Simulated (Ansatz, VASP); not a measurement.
## Two plane-wave programs on GaGe3

File INCAR:

```
SYSTEM = GaGe3
PREC     = Accurate       ! precision mode
ENCUT    = 520            ! plane-wave cutoff, eV
EDIFF    = 1E-7           ! SCF threshold, eV
ISMEAR   = -1             ! smearing method
SIGMA    = 0.05           ! smearing width, eV
LREAL    = .FALSE.        ! projectors in reciprocal space
LASPH    = .TRUE.         ! aspherical terms in the spheres
NELM     = 80             ! most SCF steps
ALGO     = Normal         ! electronic algorithm
ISIF     = 2              ! what is computed and relaxed
LWAVE    = .FALSE.        ! write WAVECAR
LCHARG   = .FALSE.        ! write CHGCAR
NBANDS   = 36             ! bands
```

The input KPOINTS:

```
regular mesh
0
G
  7 7 7
  0 0 0
```

POSCAR

```
GaGe3
1.0
    0.0000000000      3.3871670000      3.3871670000
    3.3871670000      0.0000000000      3.3871670000
    3.3871670000      3.3871670000      0.0000000000
Ge Ga
3 1
Direct
    0.5000000000      0.5000000000      0.5000000000
    0.7500000000      0.7500000000      0.7500000000
    0.2500000000      0.2500000000      0.2500000000
    0.0000000000      0.0000000000      0.0000000000
```

The input input.yaml:

```yaml
crystal:
  lattice:
    - [0.0, 3.387167, 3.387167]
    - [3.387167, 0.0, 3.387167]
    - [3.387167, 3.387167, 0.0]
  atoms:
    - { symbol: Ge, position: [0.5, 0.5, 0.5] }
    - { symbol: Ge, position: [0.75, 0.75, 0.75] }
    - { symbol: Ge, position: [0.25, 0.25, 0.25] }
    - { symbol: Ga, position: [0.0, 0.0, 0.0] }
hamiltonian:
  xc: lda
  pseudopotentials: { kind: paw }
kpoints:
  mp_grid: { grid: [7, 7, 7] }
  band_path:
    path:
      - [[0.0, 0.0, 0.0], [0.5, 0.0, 0.5], [0.5, 0.25, 0.75], [0.375, 0.375, 0.75], [0.0, 0.0, 0.0], [0.5, 0.5, 0.5], [0.625, 0.25, 0.625], [0.5, 0.25, 0.75], [0.5, 0.5, 0.5], [0.375, 0.375, 0.75]]
      - [[0.625, 0.25, 0.625], [0.5, 0.0, 0.5]]
    npoints: 14
scf:
  occupations: { method: fermi_dirac, width: 0.05 }
  n_extra_bands: 10
output:
  forces: true
  stress: true
  eigenvalues: true
  fatbands: true
  write_density: true
  write_potential: true
  elf: true
  volumetric_format: npy
```

The cell comes from a database or a generator and needn't be the stable form of this composition.

Alike in both runs: functional LDA; k mesh 7 × 7 × 7; occupations fermi-dirac, width 0.05 eV; no spin polarisation.

|  | VASP | Ansatz |
| --- | --- | --- |
| version | VASP 6.6.1 | Ansatz 0.2.0 |
| potentials or method | VASP PAW LDA potentials, release 64 (Ge_d, Ga_d) | Ansatz PAW |
| plane-wave cutoff (eV) | 520 | 420 |
| valence electrons in the cell | 55 | 55 |
| task | single point | band structure |

|  | VASP | Ansatz | Ansatz less VASP |
| --- | --- | --- | --- |
| gap on the k mesh at the Fermi level (eV) | none | none | - |
| pressure (GPa) | -5.5 | -5.5 | -0.01 |

A gap of «none» marks a metal or a gap that the smearing closes.

Caveats: the PAW data sets come from PBE, with cores solved anew for the run's functional, which leaves a small shift of forces and pressure (Ansatz).
